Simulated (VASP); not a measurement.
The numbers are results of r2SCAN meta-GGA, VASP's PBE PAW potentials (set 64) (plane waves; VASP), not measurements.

A VASP calculation is set up with these files.

### INCAR
```
SYSTEM = HfN
PREC = Accurate
ENCUT = 520
EDIFF = 1E-7
NELM = 100
ALGO = Normal
LREAL = .FALSE.
LASPH = .TRUE.
ISMEAR = 1
SIGMA = 0.1
METAGGA = R2SCAN
LMIXTAU = .TRUE.
LMAXMIX = 6
LWAVE = .FALSE.
LCHARG = .FALSE.
ISIF = 2
```

**POSCAR**
```
HfN
1
    0.0000000000     2.2330585640     2.2330585640
    2.2330585640     0.0000000000     2.2330585640
    2.2330585640     2.2330585640     0.0000000000
Hf N
1 1
Direct
  0.0000000000   0.0000000000   0.0000000000
  0.5000000000   0.5000000000   0.5000000000
```

KPOINTS:
```
Automatic
0
Gamma
14 14 14
```

POTCAR, in this order: Hf_pv N (PBE.64 set). Program: vasp_std.

What will the output report for the number of irreducible k-points (NKPTS), largest plane-wave count, number of space-group operations, FFT grid (NGX, NGY, NGZ)?

```yaml
number of irreducible k-points (NKPTS): 104
largest_plane_wave_count: 612
number_of_space_group_operations: 48
FFT grid (NGX, NGY, NGZ): 24 × 24 × 24
```

The compound is HfN in the rock salt structure. This cell is one point of a volume scan, at 0.97 of the reference volume. The electron count is odd and the run is not spin-polarised, which forces a metal.
